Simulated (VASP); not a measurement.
Runs of VASP 6.6.1 on Si2Mo. It takes space group I4/mmm (No. 139, tetragonal). Conventional cell: a = 3.192 Å, b = 3.192 Å, c = 7.825 Å, α = 90.00°, β = 90.00°, γ = 90.00°. Around Si (site symmetry 4mm) lie 5 Si at 2.58 to 2.62 Å and 5 Mo at 2.60 to 2.62 Å. Mo (site symmetry 4/mmm) is surrounded by 10 Si at 2.60 to 2.62 Å. 

```csv
task,level,potentials or basis,spin,cell,cutoff (eV),k mesh for the DOS,occupations for the DOS,pressure (GPa),largest force (eV/Å)
relaxation of cell and atoms,PBEsol,"VASP PAW PBE potentials, release 64 (Si, Mo_sv)",off,relaxed,600,-,-,0.0,-
band structure,r2SCAN,"VASP PAW PBE potentials, release 64 (Si, Mo_sv)",off,as given,520,-,-,1.5,(a)
band structure,PBE,"VASP PAW PBE potentials, release 64 (Si, Mo_sv)",off,as given,520,-,-,4.9,0.05
band structure,LDA,"VASP PAW LDA potentials, release 64 (Si, Mo_sv)",off,as given,520,-,-,-3.2,0.06
band structure,PBE,"VASP PAW PBE potentials, release 64 (Si, Mo_sv)","SOC, no magnetisation",as given,520,-,-,4.9,0.05
```

Alike in all rows: k mesh 16 × 16 × 16; smearing methfessel-paxton 0.1 eV.

Question: Estimate the missing entries.

Answer: (a) 0.02.

Caveats: the PAW data sets were made with another functional, which shifts forces and pressure a little (some runs).
